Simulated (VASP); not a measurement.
Level of theory: PBE GGA, VASP's PBE PAW potentials (set 64) (plane waves; VASP).

The input files of a VASP run:

**KPOINTS**
```
Regular mesh
0
G
 10 10 10
```

**INCAR**
```
# general
SYSTEM = CaB6
PREC   = Accurate
ENCUT  = 400
LREAL  = .FALSE.
LASPH  = .TRUE.

# electronic loop
EDIFF  = 1E-6   # SCF stop (eV)
NELM   = 100
ALGO   = Normal   # blocked Davidson

# smearing
ISMEAR = 0
SIGMA  = 0.136   # width (eV)

# functional
GGA    = PE   # PBE

# ions
IBRION = 2
NSW    = 50
ISIF   = 3   # ions, shape and volume
EDIFFG = -0.01

# output
LWAVE  = .FALSE.
LCHARG = .FALSE.
```

### POSCAR
```
CaB6
1
    4.2021720000     0.0000000000     0.0000000000
    0.0000000000     4.2021720000     0.0000000000
    0.0000000000     0.0000000000     4.2021720000
Ca B
1 6
Direct
  0.0000000000   0.0000000000   0.0000000000
  0.2016800000   0.5000000000   0.5000000000
  0.7983200000   0.5000000000   0.5000000000
  0.5000000000   0.2016800000   0.5000000000
  0.5000000000   0.7983200000   0.5000000000
  0.5000000000   0.5000000000   0.2016800000
  0.5000000000   0.5000000000   0.7983200000
```

POTCAR, in this order: Ca_sv B (PBE.64 set). Program: vasp_std.

At this cut-off the stress carries a Pulay error, which pulls relaxed volumes low. Energy and stress use the plane-wave basis of the starting cell.

### Question
Estimate the energy per atom (σ→0), volume per atom.

### Answer

```yaml
energy per atom (σ→0): -6.431 eV/atom
volume_per_atom: 10.21 Å^3/atom
```

**OSZICAR**
```
...
DAV:   1    -0.450220599636E+02   -0.13821E-01   -0.50517E-01  2088   0.572E+00    0.422E-01
DAV:   2    -0.450170921525E+02    0.49678E-02   -0.20302E-02  2178   0.116E+00    0.223E-01
DAV:   3    -0.450155363729E+02    0.15558E-02   -0.83661E-03  2844   0.661E-01    0.323E-02
DAV:   4    -0.450155483364E+02   -0.11964E-04   -0.62949E-04  2682   0.181E-01    0.178E-02
DAV:   5    -0.450155639067E+02   -0.15570E-04   -0.57742E-05  3442   0.352E-02    0.146E-02
DAV:   6    -0.450155660850E+02   -0.21783E-05   -0.70473E-06  2916   0.218E-02    0.404E-03
DAV:   7    -0.450155650872E+02    0.99779E-06   -0.30385E-06  2800   0.760E-03
   5 F= -.45015565E+02 E0= -.45014824E+02  d E =-.580320E-02
```

The structure comes from a computed database's CaB6 entry; how it stands against other phases isn't given here. This run relaxes it. Symmetry was kept, so distortions that lower it aren't found. The run is one of a series of settings (EDIFFG = -0.01, IBRION = 2, ISIF = 3, NSW = 50 against the base run), some of them coarse on purpose.
